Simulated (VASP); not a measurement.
VASP runs on CuP (a trial cell in the CrB structure, space group Cmcm) share one base input (PBE GGA, plane waves, VASP's PBE PAW potentials (set 64)) and change the settings named in each case.

File KPOINTS:
```
Automatic mesh
0
Gamma
6 6 5
0 0 0
```

**INCAR**
```
# general
SYSTEM  = CuP
PREC    = Accurate
ENCUT   = 400   # plane-wave cut-off (eV)
LREAL   = .FALSE.
LASPH   = .TRUE.   # aspherical one-centre terms

# electronic loop
EDIFF   = 1E-6   # SCF stop (eV)
NELM    = 100
ALGO    = Normal   # blocked Davidson
LMAXMIX = 4   # l cut-off of mixed one-centre charges

# smearing
ISMEAR  = 0   # Gaussian
SIGMA   = 0.05   # width (eV)

# functional
GGA     = PE   # PBE

# ions
ISIF    = 2   # forces and stress, cell fixed

# output
LWAVE   = .FALSE.
LCHARG  = .FALSE.
```

### POSCAR
```
CuP
1.0
  1.9039440000  -5.0312400000   0.0000000000
  1.9039440000   5.0312400000   0.0000000000
  0.0000000000   0.0000000000   3.7521410000
P Cu
2 2
Cartesian
  1.9039440000  -0.6439987200   0.9380352500
  1.9039440000   0.6439987200   2.8141057500
  1.9039440000  -3.5696647800   0.9380352500
  1.9039440000   3.5696647800   2.8141057500
```

POTCAR, in this order: P Cu (PBE.64 set). Program: vasp_std.

```tsv
change	E(σ→0) (eV/atom)	pressure (GPa)	largest force (eV/Å)	−TS (eV)	plane waves
base run	-3.9656	-9.65	1.129	-0.0027	1323
ENCUT = 200	-3.1279	-105.38	1.157	-0.0023	471
ENCUT = 250	-3.9277	-21.83	1.156	-0.0027	659
ENCUT = 350	-3.9668	-9.40	1.131	-0.0027	1082
ENCUT = 600	-3.9653	-9.35	1.128	-0.0027	2417
ENCUT = 650	-3.9652	-9.37	1.128	-0.0027	2725
ENCUT = 700	-3.9652	-9.36	1.128	-0.0027	3053
ENCUT = 750	-3.9652	-9.35	1.128	-0.0027	3376
```

Left out are runs that ran out of time, are held back, or changed the cell or the kind of run, fixed moments of cells without a moment, rows past the twelfth, gaps on odd meshes, pressures of charged cells and columns that move by less than the noise.

The structure was generated: CuP was put into the CrB type (Cmcm), which need not be its known phase. The cell was not relaxed at this level, forces remain on its atoms.
